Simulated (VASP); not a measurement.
# NaBe2Se2 (P-6m2) in VASP: reference runs

How does NaBe2Se2 come out in PBE? The cell is run as given.

Everything below comes from runs of VASP 6.6.1. Logs are shortened: lines on timing, memory, paths and dates and some standing lists are left out, and cuts for length are marked.

## Step 1: The structure

Symmetry: P-6m2, No. 187, hexagonal system. Conventional cell: a = 3.672 Å, b = 3.672 Å, c = 8.011 Å, α = 90.00°, β = 90.00°, γ = 120.00°. Around Na (site symmetry -6m2) lie 6 Se at 3.04 Å. Be (site symmetry 3m) is surrounded by 3 Se at 2.22 Å and 1 Be at 2.35 Å. Around Se (site symmetry 3m) lie 3 Be at 2.22 Å.

The cell was built by a generator and needn't be a form met in nature.

## Step 2: Single point, PBE

INCAR reads:

```
SYSTEM = NaBe2Se2
ALGO     = Normal         ! electronic algorithm
EDIFF    = 1E-7           ! SCF threshold, eV
ENCUT    = 520            ! plane-wave cutoff, eV
GGA      = PE             ! functional
ISIF     = 2              ! what is computed and relaxed
ISMEAR   = -1             ! smearing method
LASPH    = .True.         ! aspherical terms in the spheres
LCHARG   = .False.        ! write CHGCAR
LREAL    = .False.        ! projectors in reciprocal space
LWAVE    = .False.        ! write WAVECAR
NBANDS   = 20             ! bands
NELM     = 60             ! most SCF steps
PREC     = Accurate       ! precision mode
SIGMA    = 0.05           ! smearing width, eV
```

KPOINTS reads:

```
k-points
0
Gamma
  8 8 4
  0 0 0
```

POSCAR reads:

```
NaBe2Se2
1.0
    3.6722800000      0.0000000000      0.0000000000
   -1.8361400000      3.1802800000      0.0000000000
    0.0000000000      0.0000000000      8.0111600000
Na Be Se
1 2 2
Direct
    0.0000000000      0.0000000000      0.5000000000
    0.3333300000      0.6666700000      0.1463900000
    0.3333300000      0.6666700000      0.8536100000
    0.6666700000      0.3333300000      0.2285200000
    0.6666700000      0.3333300000      0.7714800000
```

Potentials or basis: VASP PAW PBE potentials, release 64 (Na_pv, Be, Se).

The run is started by

```bash
$ cat potpaw_PBE.64/Na_pv/POTCAR potpaw_PBE.64/Be/POTCAR potpaw_PBE.64/Se/POTCAR > POTCAR
$ mpirun -np 1 vasp_std > vasp.out
```

OUTCAR:

```text
SYSTEM = NaBe2Se2
   EDIFF = 1E-7
   ENCUT = 520
   GGA = PE
   ISIF = 2
   ISMEAR = -1
   LASPH = .True.
   LREAL = .False.
   NELM = 60
   PREC = Accurate

 ion  position               nearest neighbor table
   1  0.000  0.000  0.500-
   2  0.333  0.667  0.146-   4 2.22   4 2.22   4 2.22   3 2.35
   3  0.333  0.667  0.854-   5 2.22   5 2.22   5 2.22   2 2.35
   4  0.667  0.333  0.229-   2 2.22   2 2.22   2 2.22
   5  0.667  0.333  0.771-   3 2.22   3 2.22   3 2.22

  LATTYP: Found a hexagonal cell.
 ALAT       =     3.6722800000
 C/A-ratio  =     2.1815221062

  Lattice vectors:

 A1 = (   3.6722800000,   0.0000000000,   0.0000000000)
 A2 = (  -1.8361400000,   3.1802800000,   0.0000000000)
 A3 = (   0.0000000000,   0.0000000000,   8.0111600000)

Analysis of symmetry for initial positions (statically):
=====================================================================
 Subroutine PRICEL returns:
 Original cell was already a primitive cell.

 Routine SETGRP: Setting up the symmetry group for a
 hexagonal supercell.

 Subroutine GETGRP returns: Found  4 space group operations
 (whereof  4 operations were pure point group operations)
 out of a pool of 24 trial point group operations.

The static configuration has the point symmetry C_2v.

Analysis of symmetry for dynamics (positions and initial velocities):
=====================================================================
 Subroutine PRICEL returns:
 Original cell was already a primitive cell.

 Routine SETGRP: Setting up the symmetry group for a
 hexagonal supercell.

 Subroutine GETGRP returns: Found  4 space group operations
 (whereof  4 operations were pure point group operations)
 out of a pool of 24 trial point group operations.

The dynamic configuration has the point symmetry C_2v.

 Subroutine INISYM returns: Found  4 space group operations
 (whereof  4 operations are pure point group operations),
 and found     1 'primitive' translations

----------------------------------------------------------------------------------------

                                     Primitive cell

  volume of cell :      93.5614

  direct lattice vectors                    reciprocal lattice vectors
     3.672280000  0.000000000  0.000000000     0.272310390  0.157218861  0.000000000
[... 90 lines left out ...]
   ENCUT  =  520.0 eV  38.22 Ry    6.18 a.u.   6.83  6.83 14.90*2*pi/ulx,y,z
   NELM   =     60;   NELMIN=  2; NELMDL= -5     # of ELM steps
   EDIFF  = 0.1E-06   stopping-criterion for ELM
   LREAL  =      F    real-space projection
   EDIFFG = 0.1E-05   stopping-criterion for IOM
   NSW    =      0    number of steps for IOM
   IBRION =     -1    ionic relax: 0-MD 1-quasi-New 2-CG
   NFREE  =      0    steps in history (QN), initial steepest desc. (CG)
   ISIF   =      2    stress and relaxation
   ISYM   =      2    0-nonsym 1-usesym 2-fastsym
   POTIM  = 0.5000    time-step for ionic-motion
   TEBEG  =    0.0;   TEEND  =   0.0 temperature during run
   PSTRESS=    0.0 pullay stress
   NELECT =      23.0000    total number of electrons
   NUPDOWN=      -1.0000    fix difference up-down
   EMIN   =  10.00;   EMAX   =-10.00  energy-range for DOS
   EFERMI =   0.00;   METHOD = LEGACY
   ISMEAR =    -1;   SIGMA  =   0.05  broadening in eV -4-tet -1-fermi 0-gaus
   EFERMI_NEDOS =   21; number of points for ismear=-14 and -15
   IALGO  =     38    algorithm
   IMIX   =      4    mixing-type and parameters
     AMIX     =   0.40;   BMIX     =  1.00
     AMIX_MAG =   1.60;   BMIX_MAG =  1.00
  volume/ion in A,a.u.               =      18.71       126.28
  Fermi-wavevector in a.u.,A,eV,Ry     =   1.025538  1.937987 14.309642  1.051729
  Thomas-Fermi vector in A             =   2.159384
   LORBIT       =      0    0 simple, 1 ext, 2 COOP (PROOUT), +10 PAW based schemes
   GGA     = PE    functional components
   LHFCALC =     F    Hartree Fock is set to
   AEXX    =    0.0000 exact exchange contribution
   IVDW    =     0    specifies the selected vdW correction
   LEPSILON=     F    determine dielectric tensor
   LRPA    =     F    only Hartree local field effects (RPA)
 non-spin polarized calculation
  energy-cutoff  :      520.00
  volume of cell :       93.56
 maximum number of plane-waves:      2538
   NGX = 13   NGY = 13   NGZ = 29

 number of electron      23.0000009 magnetization

 Free energy of the ion-electron system (eV)
  ---------------------------------------------------
  ext. energy  EPLUGINS =         0.00000000
  ---------------------------------------------------
  free energy    TOTEN  =       -18.47890173 eV

  energy without entropy =      -18.47217084  energy(sigma->0) =      -18.47553629

 E-fermi :   3.8166     XC(G=0):  -8.9245

 val. band max:        3.7366729176   @ k =  -0.3750   0.3750   0.2500
 cond. band min:       3.8308087619   @ k =   0.1250   0.0000   0.0000
 fundamental gap:      0.0941358443
 Fermi energy:         3.8166071636

 k-point     1 :       0.0000    0.0000    0.0000
  band No.  band energies     occupation
      1     -21.1286      2.00000
      2     -21.1275      2.00000
      3     -21.1274      2.00000
      4     -10.7840      2.00000
      5     -10.4350      2.00000
      6      -2.1081      2.00000
[... 541 lines left out ...]
     19       9.1072      0.00000
     20      11.6240      0.00000

 [... further k-points ...]

------------------------ aborting loop because EDIFF is reached ----------------------------------------

  FORCE on cell =-STRESS in cart. coord.  units (eV):
  Direction    XX          YY          ZZ          XY          YZ          ZX
  --------------------------------------------------------------------------------------
  -------------------------------------------------------------------------------------
  Total        0.0942610      0.0945873      0.0614939      0.0002830      0.0000000      0.0000000
  in kB        1.6141575      1.6197462      1.0530426      0.0048467      0.0000000      0.0000000
  external PRESSURE =       1.4289821 kB  Pullay stress =       0.0000000 kB

 VOLUME and BASIS-vectors are now :
 -----------------------------------------------------------------------------
  energy-cutoff  :      520.00
  volume of cell :       93.56
      direct lattice vectors                 reciprocal lattice vectors
     3.672280000  0.000000000  0.000000000     0.272310390  0.157218861  0.000000000
    -1.836140000  3.180280000  0.000000000     0.000000000  0.314437722  0.000000000
     0.000000000  0.000000000  8.011160000     0.000000000  0.000000000  0.124825868

 POSITION                                       TOTAL-FORCE (eV/Angst)
 -----------------------------------------------------------------------------------
      0.00000      0.00000      4.00558         0.000005     -0.000003      0.000000
     -0.00002      2.12020      1.17275         0.000267     -0.000154     -0.007745
     -0.00002      2.12020      6.83841         0.000267     -0.000154      0.007745
      1.83616      1.06008      1.83071        -0.000269      0.000155     -0.010169
      1.83616      1.06008      6.18045        -0.000269      0.000155      0.010169
 -----------------------------------------------------------------------------------
    total drift:                                0.000001      0.000023      0.000000

  FREE ENERGIE OF THE ION-ELECTRON SYSTEM (eV)
  ---------------------------------------------------
  free  energy   TOTEN  =       -18.4789017333 eV

  energy  without entropy=      -18.4721708392  energy(sigma->0) =      -18.47553629
```

It took 89 s on 1 thread of AMD EPYC 7R13 (Zen 3), shared host; peak memory 0.25 GiB.

Results:

```yaml
Free_energy: -18.4789 eV
Pressure: 0.1 GPa
Largest_force: 0.010 eV/Å
Band_gap_on_the_k_mesh: none (metal or under the smearing width)
```

Forces in eV/Å, atoms in the order of the input:
```
Na   0.000  0.000  0.000
Be   0.000  0.000 -0.008
Be   0.000  0.000  0.008
Se   0.000  0.000 -0.010
Se   0.000  0.000  0.010
```
